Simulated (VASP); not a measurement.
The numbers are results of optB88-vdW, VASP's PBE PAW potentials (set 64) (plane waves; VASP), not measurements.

VASP ran on this input.

**INCAR**
```
SYSTEM = WSe2
PREC = Accurate
ENCUT = 480
EDIFF = 1E-6
NELM = 100
ALGO = Normal
LREAL = .FALSE.
LASPH = .TRUE.
ISMEAR = 0
SIGMA = 0.05
GGA = BO
PARAM1 = 0.1833333333
PARAM2 = 0.22
LUSE_VDW = .TRUE.
AGGAC = 0.0
LMAXMIX = 6
LWAVE = .FALSE.
LCHARG = .FALSE.
IBRION = 2
ISIF = 3
NSW = 60
EDIFFG = -0.02
```

**KPOINTS**
```
Automatic mesh
0
Gamma
7 7 2
0 0 0
```

### POSCAR
```
WSe2
1
    3.2708668363    -0.0000000000    -0.0000000000
   -1.6354334181     2.8326534509     0.0000000000
   -0.0000000000     0.0000000000    13.0211420954
W Se
2 4
Direct
  0.6666670000   0.3333330000   0.7500000000
  0.3333330000   0.6666670000   0.2500000000
  0.6666670000   0.3333330000   0.3789196041
  0.3333330000   0.6666670000   0.8789196041
  0.3333330000   0.6666670000   0.6210803959
  0.6666670000   0.3333330000   0.1210803959
```

POTCAR, in this order: W_sv Se (PBE.64 set). Program: vasp_std.

Energy and stress use the plane-wave basis of the starting cell.

Q: Estimate the energy per atom (σ→0), volume per atom.

A: 
```yaml
energy per atom (σ→0): -5.000 eV/atom
volume_per_atom: 21.19 Å³/atom
```

File OSZICAR:
```
...
DAV:   1    -0.300100608564E+02   -0.85207E-02   -0.25932E-01  1006   0.373E+00    0.667E-01
DAV:   2    -0.300036118490E+02    0.64490E-02   -0.51403E-02  1165   0.141E+00    0.259E-01
DAV:   3    -0.300021697103E+02    0.14421E-02   -0.63262E-03  1156   0.339E-01    0.105E-01
DAV:   4    -0.300018458676E+02    0.32384E-03   -0.12341E-03  1069   0.203E-01    0.785E-02
DAV:   5    -0.300018398784E+02    0.59892E-05   -0.12471E-04  1297   0.631E-02    0.457E-02
DAV:   6    -0.300018256068E+02    0.14272E-04   -0.63757E-05  1245   0.356E-02    0.885E-03
DAV:   7    -0.300018249202E+02    0.68657E-06   -0.99556E-06  1083   0.175E-02
  15 F= -.30001825E+02 E0= -.30001825E+02  d E =-.811030E-03
```

The compound is WSe2 in the 2H layered structure. This run relaxes it. Symmetry was kept, so distortions that lower it aren't found. The start is the result of an earlier pass.
